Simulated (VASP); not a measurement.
All values below come from r2SCAN meta-GGA, VASP's PBE PAW potentials (set 64) (plane waves; VASP).

VASP ran on this input.

**INCAR**
```
SYSTEM = Cu2Te
PREC = Accurate
ENCUT = 400
EDIFF = 1E-6
NELM = 100
ALGO = Normal
LREAL = .FALSE.
LASPH = .TRUE.
ISMEAR = 1
SIGMA = 0.1
METAGGA = R2SCAN
LMIXTAU = .TRUE.
LMAXMIX = 4
LWAVE = .FALSE.
LCHARG = .FALSE.
IBRION = 2
ISIF = 3
NSW = 60
EDIFFG = -0.02
```

POSCAR:
```
Cu2Te
1.0
  4.2533176683   0.0000000000   0.0000000000
 -2.1266588341   3.6834811528   0.0000000000
  0.0000000000   0.0000000000   8.5958453801
Cu Te
4 2
Cartesian
  2.1266609608   1.2278258231   1.2664166026
 -0.0000021266   2.4556553297   7.3294287775
 -0.0000021266   2.4556553297   1.2664166026
  2.1266609608   1.2278258231   7.3294287775
 -2.1266588341   3.6834811528   2.2642067260
  0.0000000000   0.0000000000   6.3316386541
```

### KPOINTS
```
kpoints
0
Gamma
  8 8 4
```

POTCAR, in this order: Cu Te (PBE.64 set). Program: vasp_std.

What VASP printed:

**OUTCAR**
```
 ion  position               nearest neighbor table
   1  0.667  0.333  0.147-   3 2.46   3 2.46   3 2.46   4 2.53   5 2.65   5 2.65   5 2.65
   2  0.333  0.667  0.853-   4 2.46   4 2.46   4 2.46   3 2.53   6 2.65   6 2.65   6 2.65
   3  0.333  0.667  0.147-   1 2.46   1 2.46   1 2.46   2 2.53   5 2.65   5 2.65   5 2.65
   4  0.667  0.333  0.853-   2 2.46   2 2.46   2 2.46   1 2.53   6 2.65   6 2.65   6 2.65
   5  0.000  0.000  0.263-   1 2.65   3 2.65   1 2.65   3 2.65   1 2.65   3 2.65
   6  0.000  0.000  0.737-   2 2.65   4 2.65   4 2.65   2 2.65   4 2.65   2 2.65
  LATTYP: Found a hexagonal cell.
 ALAT       =     4.2533176683
 C/A-ratio  =     2.0209742254
 Subroutine PRICEL returns:
 Original cell was already a primitive cell.
 Subroutine GETGRP returns: Found 24 space group operations
The static configuration has the point symmetry D_6h.
The dynamic configuration has the point symmetry D_6h.
 Subroutine INISYM returns: Found 24 space group operations
 Subroutine IBZKPT returns following result:
 Found     30 irreducible k-points:

 Following reciprocal coordinates:
            Coordinates               Weight
  0.000000  0.000000  0.000000      1.000000
  0.125000  0.000000  0.000000      6.000000
  0.250000  0.000000  0.000000      6.000000
  0.375000  0.000000  0.000000      6.000000
  0.500000  0.000000  0.000000      3.000000
  0.125000  0.125000  0.000000      6.000000
  0.250000  0.125000  0.000000     12.000000
  0.375000  0.125000  0.000000     12.000000
  0.250000  0.250000  0.000000      6.000000
  0.375000  0.250000  0.000000      6.000000
  0.000000  0.000000  0.250000      2.000000
  0.125000  0.000000  0.250000     12.000000
  0.250000  0.000000  0.250000     12.000000
  0.375000  0.000000  0.250000     12.000000
  0.500000  0.000000  0.250000      6.000000
  0.125000  0.125000  0.250000     12.000000
  0.250000  0.125000  0.250000     24.000000
  0.375000  0.125000  0.250000     24.000000
  0.250000  0.250000  0.250000     12.000000
  0.375000  0.250000  0.250000     12.000000
  0.000000  0.000000  0.500000      1.000000
  0.125000  0.000000  0.500000      6.000000
  0.250000  0.000000  0.500000      6.000000
  0.375000  0.000000  0.500000      6.000000
  0.500000  0.000000  0.500000      3.000000
  0.125000  0.125000  0.500000      6.000000
  0.250000  0.125000  0.500000     12.000000
  0.375000  0.125000  0.500000     12.000000
  0.250000  0.250000  0.500000      6.000000
  0.375000  0.250000  0.500000      6.000000
   k-points           NKPTS =     30   k-points in BZ     NKDIM =     30   number of bands    NBANDS=     33
   number of dos      NEDOS =    301   number of ions     NIONS =      6
   total plane-waves  NPLWV =  43904
   dimension x,y,z NGX =    28 NGY =   28 NGZ =   56
   dimension x,y,z NGXF=    56 NGYF=   56 NGZF=  112
   ions per type =               4   2
   PREC   = accura    normal or accurate (medium, high low for compatibility)
   ISTART =      0    job   : 0-new  1-cont  2-samecut
   ICHARG =      2    charge: 1-file 2-atom 10-const
   ISPIN  =      1    spin polarized calculation?
   LNONCOLLINEAR =      F non collinear calculations
   LSORBIT =      F    spin-orbit coupling
   INIWAV =      1    electr: 0-lowe 1-rand  2-diag
   ENCUT  =  400.0 eV  29.40 Ry    5.42 a.u.   6.94  6.94 14.02*2*pi/ulx,y,z
   NELM   =    100;   NELMIN=  2; NELMDL= -5     # of ELM steps
   EDIFF  = 0.1E-05   stopping-criterion for ELM
   LREAL  =      F    real-space projection
   NLSPLINE    = F    spline interpolate recip. space projectors
   LMAXMIX     =    4 max onsite mixed and CHGCAR
   VOSKOWN=      0    Vosko Wilk Nusair interpolation
   EDIFFG = -.2E-01   stopping-criterion for IOM
   NSW    =     60    number of steps for IOM
   NBLOCK =      1;   KBLOCK =     60    inner block; outer block
   IBRION =      2    ionic relax: 0-MD 1-quasi-New 2-CG
...
```

**OSZICAR**
```
       N       E                     dE             d eps       ncg     rms          rms(c)
DAV:   1     0.350124617275E+03    0.35012E+03   -0.20924E+04  1980   0.180E+03
DAV:   2    -0.658525043484E+02   -0.41598E+03   -0.40788E+03  1980   0.390E+02
DAV:   3    -0.103402279898E+03   -0.37550E+02   -0.36673E+02  2577   0.163E+02
DAV:   4    -0.105056791564E+03   -0.16545E+01   -0.16447E+01  3109   0.355E+01
DAV:   5    -0.105080259414E+03   -0.23468E-01   -0.23459E-01  3167   0.469E+00    0.171E+01
DAV:   6    -0.100190371898E+03    0.48899E+01   -0.64088E+01  2263   0.160E+02    0.124E+01
DAV:   7    -0.951705406358E+02    0.50198E+01   -0.11572E+01  2411   0.758E+01    0.484E+00
DAV:   8    -0.934938603008E+02    0.16767E+01   -0.19521E+00  2973   0.201E+01    0.272E+00
DAV:   9    -0.935563147333E+02   -0.62454E-01   -0.55916E-01  3017   0.949E+00    0.982E-01
DAV:  10    -0.935525242242E+02    0.37905E-02   -0.48545E-01  2867   0.630E+00    0.124E+00
DAV:  11    -0.936131816636E+02   -0.60657E-01   -0.22416E-01  2751   0.392E+00    0.397E-01
DAV:  12    -0.936730591881E+02   -0.59878E-01   -0.39875E-02  2934   0.228E+00    0.208E-01
DAV:  13    -0.936781068613E+02   -0.50477E-02   -0.91505E-03  2232   0.802E-01    0.123E-01
DAV:  14    -0.936785254383E+02   -0.41858E-03   -0.20636E-03  2349   0.540E-01    0.860E-02
DAV:  15    -0.936762878168E+02    0.22376E-02   -0.50616E-04  2472   0.179E-01    0.714E-02
DAV:  16    -0.936795842627E+02   -0.32964E-02   -0.29080E-03  2511   0.452E-01    0.130E-02
DAV:  17    -0.936795513646E+02    0.32898E-04   -0.30957E-04  2653   0.196E-01    0.385E-02
DAV:  18    -0.936795879658E+02   -0.36601E-04   -0.53784E-05  2755   0.128E-01    0.195E-02
DAV:  19    -0.936796077913E+02   -0.19826E-04   -0.27620E-05  2829   0.716E-02    0.157E-02
DAV:  20    -0.936796333241E+02   -0.25533E-04   -0.29159E-05  2339   0.708E-02    0.413E-03
DAV:  21    -0.936796343963E+02   -0.10722E-05   -0.68725E-07  1531   0.103E-02    0.264E-03
DAV:  22    -0.936796341195E+02    0.27685E-06   -0.12459E-06  1330   0.938E-03
   1 F= -.93679634E+02 E0= -.93679299E+02  d E =-.936796E+02
       N       E                     dE             d eps       ncg     rms          rms(c)
DAV:   1    -0.936923625557E+02   -0.12728E-01   -0.22568E-01  2076   0.860E+00    0.936E-01
DAV:   2    -0.936838678133E+02    0.84947E-02   -0.14097E-01  2287   0.812E+00    0.410E-01
DAV:   3    -0.936799069724E+02    0.39608E-02   -0.26345E-02  2273   0.371E+00    0.143E-01
DAV:   4    -0.936796333655E+02    0.27361E-03   -0.12125E-03  2396   0.225E-01    0.702E-02
DAV:   5    -0.936796256466E+02    0.77189E-05   -0.40187E-04  2983   0.358E-01    0.237E-02
DAV:   6    -0.936796214632E+02    0.41834E-05   -0.14442E-04  2332   0.906E-02    0.112E-02
DAV:   7    -0.936796621912E+02   -0.40728E-04   -0.33127E-05  2443   0.451E-02    0.786E-03
DAV:   8    -0.936796603923E+02    0.17989E-05   -0.32118E-06  1889   0.162E-02    0.581E-03
DAV:   9    -0.936796633961E+02   -0.30038E-05   -0.30971E-06  1969   0.207E-02    0.184E-03
DAV:  10    -0.936796623937E+02    0.10023E-05   -0.54555E-07  1011   0.872E-03    0.176E-03
DAV:  11    -0.936796625306E+02   -0.13688E-06   -0.17545E-07  1006   0.479E-03
   2 F= -.93679663E+02 E0= -.93679360E+02  d E =-.284112E-04
       N       E                     dE             d eps       ncg     rms          rms(c)
DAV:   1    -0.936829676083E+02   -0.33052E-02   -0.57212E-02  2075   0.435E+00    0.471E-01
DAV:   2    -0.936810174579E+02    0.19502E-02   -0.35254E-02  2270   0.408E+00    0.206E-01
DAV:   3    -0.936799101597E+02    0.11073E-02   -0.66507E-03  2262   0.186E+00    0.718E-02
DAV:   4    -0.936798078860E+02    0.10227E-03   -0.27544E-04  2335   0.112E-01    0.337E-02
DAV:   5    -0.936797876955E+02    0.20191E-04   -0.99593E-05  2982   0.175E-01    0.109E-02
DAV:   6    -0.936797897039E+02   -0.20084E-05   -0.37465E-05  2335   0.447E-02    0.495E-03
DAV:   7    -0.936797914258E+02   -0.17219E-05   -0.46899E-06  2149   0.218E-02    0.451E-03
DAV:   8    -0.936797912148E+02    0.21106E-06   -0.30870E-07  1005   0.691E-03
   3 F= -.93679791E+02 E0= -.93679469E+02  d E =-.157095E-03
       N       E                     dE             d eps       ncg     rms          rms(c)
DAV:   1    -0.936798080229E+02   -0.16597E-04   -0.38643E-04  2061   0.351E-01    0.390E-02
DAV:   2    -0.936798064442E+02    0.15787E-05   -0.24432E-04  2262   0.338E-01    0.170E-02
DAV:   3    -0.936797930168E+02    0.13427E-04   -0.46419E-05  2271   0.155E-01    0.594E-03
DAV:   4    -0.936797910141E+02    0.20027E-05   -0.17810E-06  1497   0.922E-03    0.304E-03
DAV:   5    -0.936797899384E+02    0.10757E-05   -0.48012E-07   994   0.153E-02    0.841E-04
DAV:   6    -0.936797895310E+02    0.40746E-06   -0.50358E-07   992   0.663E-03
   4 F= -.93679790E+02 E0= -.93679467E+02  d E =-.155412E-03
       N       E                     dE             d eps       ncg     rms          rms(c)
DAV:   1    -0.936797990222E+02   -0.90838E-05   -0.12266E-04  2089   0.200E-01    0.216E-02
DAV:   2    -0.936797884092E+02    0.10613E-04   -0.75053E-05  2269   0.188E-01    0.944E-03
DAV:   3    -0.936797896339E+02   -0.12246E-05   -0.14171E-05  2238   0.857E-02    0.333E-03
DAV:   4    -0.936797904290E+02   -0.79510E-06   -0.47633E-07   999   0.510E-03
   5 F= -.93679790E+02 E0= -.93679470E+02  d E =-.156309E-03
       N       E                     dE             d eps       ncg     rms          rms(c)
DAV:   1    -0.936798302214E+02   -0.40587E-04   -0.12133E-03  2162   0.195E-01    0.147E-02
DAV:   2    -0.936798276657E+02    0.25556E-05   -0.67285E-05  2940   0.101E-01    0.956E-03
DAV:   3    -0.936798319354E+02   -0.42697E-05   -0.10723E-05  2605   0.612E-02    0.593E-03
DAV:   4    -0.936798321796E+02   -0.24419E-06   -0.92524E-07  1272   0.107E-02
   6 F= -.93679832E+02 E0= -.93679501E+02  d E =-.417506E-04
       N       E                     dE             d eps       ncg     rms          rms(c)
DAV:   1    -0.936798803305E+02   -0.48395E-04   -0.10926E-02  2164   0.588E-01    0.446E-02
DAV:   2    -0.936798743135E+02    0.60170E-05   -0.60706E-04  2939   0.307E-01    0.289E-02
DAV:   3    -0.936798990484E+02   -0.24735E-04   -0.96589E-05  2777   0.184E-01    0.181E-02
DAV:   4    -0.936799026054E+02   -0.35571E-05   -0.10337E-05  2376   0.315E-02    0.752E-03
DAV:   5    -0.936799012392E+02    0.13663E-05   -0.27954E-06  1904   0.272E-02    0.247E-03
DAV:   6    -0.936799015992E+02   -0.36005E-06   -0.13040E-06  1271   0.140E-02
   7 F= -.93679902E+02 E0= -.93679537E+02  d E =-.111170E-03
```

OUTCAR:
```
------------------------ aborting loop because EDIFF is reached ----------------------------------------
  FORCE on cell =-STRESS in cart. coord.  units (eV):
  Direction    XX          YY          ZZ          XY          YZ          ZX
  --------------------------------------------------------------------------------------
  Total        0.0022058      0.0022058      0.0420069      0.0000000      0.0000000      0.0000000
  in kB        0.0262885      0.0262885      0.5006360      0.0000000      0.0000000      0.0000000
  external PRESSURE =       0.1844043 kB  Pullay stress =       0.0000000 kB
  volume of cell :      134.43
      direct lattice vectors                 reciprocal lattice vectors
     4.251013789 -0.000000000 -0.000000000     0.235238004  0.135814725 -0.000000000
    -2.125506895  3.681485935 -0.000000000     0.000000000  0.271629450  0.000000000
     0.000000000 -0.000000000  8.589999965     0.000000000  0.000000000  0.116414436
 POSITION                                       TOTAL-FORCE (eV/Angst)
 -----------------------------------------------------------------------------------
      2.12551      1.22716      1.26511        -0.000000     -0.000000     -0.000436
     -0.00000      2.45433      7.32489         0.000000      0.000000      0.000436
     -0.00000      2.45433      1.26511         0.000000      0.000000     -0.000436
      2.12551      1.22716      7.32489        -0.000000     -0.000000      0.000436
     -2.12551      3.68149      2.25817        -0.000000      0.000000     -0.007530
      0.00000     -0.00000      6.33183         0.000000      0.000000      0.007530
 -----------------------------------------------------------------------------------
    total drift:                                0.000000      0.000000      0.000000
  FREE ENERGIE OF THE ION-ELECTRON SYSTEM (eV)
  ---------------------------------------------------
  free  energy   TOTEN  =       -93.6799015992 eV

  energy  without entropy=      -93.6788090351  energy(sigma->0) =      -93.67953741

 reached required accuracy - stopping structural energy minimisation
```
(Selected blocks of OUTCAR.)

**CONTCAR**
```
Cu2Te
   1.00000000000000
     4.2510137893802540   -0.0000000000000313   -0.0000000000000000
    -2.1255068946401812    3.6814859351255329   -0.0000000000000000
     0.0000000000000000   -0.0000000000000000    8.5899999646652514
  Cu              Te
     4     2
Direct
     0.6666669999999968    0.3333330000000032    0.1472774862978750
     0.3333330000000032    0.6666669999999968    0.8527225137021249
     0.3333330000000032    0.6666669999999968    0.1472774862978750
     0.6666669999999968    0.3333330000000032    0.8527225137021249
     0.0000000000000000    1.0000000000000000    0.2628830535695997
     0.0000000000000000    0.0000000000000000    0.7371169464304004
```

The structure comes from a computed database's Cu2Te entry (P6/mmm); how it stands against other phases isn't given here. This run relaxes it. Symmetry was kept, so distortions that lower it aren't found. The start is the result of an earlier pass.
